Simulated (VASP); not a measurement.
Calculation: PBE GGA with D3 dispersion (zero damping), VASP's PBE PAW potentials (set 64) (plane waves; VASP 6.6.1).

A VASP calculation is set up with these files.

**POSCAR**
```
Au
1
    0.0000000000     2.0689309401     2.0689309401
    2.0689309401     0.0000000000     2.0689309401
    2.0689309401     2.0689309401     0.0000000000
Au
1
Direct
  0.0000000000   0.0000000000   0.0000000000
```

**INCAR**
```
! general
SYSTEM  = Au
PREC    = Accurate
ENCUT   = 520
LREAL   = .False.
LASPH   = .True.

! electronic loop
EDIFF   = 1E-7
NELM    = 100
ALGO    = Normal
LMAXMIX = 6

! smearing
ISMEAR  = 1
SIGMA   = 0.1

! functional
GGA     = PE
IVDW    = 11

! ions
ISIF    = 2

! output
LWAVE   = .False.
LCHARG  = .False.
```

KPOINTS:
```
Automatic mesh
0
Gamma
15 15 15
0 0 0
```

POTCAR, in this order: Au (PBE.64 set). Program: vasp_std.

Q: What will the output report for the number of irreducible k-points (NKPTS), largest plane-wave count, number of space-group operations, FFT grid (NGX, NGY, NGZ)?

A: 
| Property | Value |
|---|---|
| number of irreducible k-points (NKPTS) | 120 |
| largest plane-wave count | 531 |
| number of space-group operations | 48 |
| FFT grid (NGX, NGY, NGZ) | 24 × 24 × 24 |

The compound is Au in the fcc structure. This cell is one point of a volume scan, at 1.03 of the reference volume.
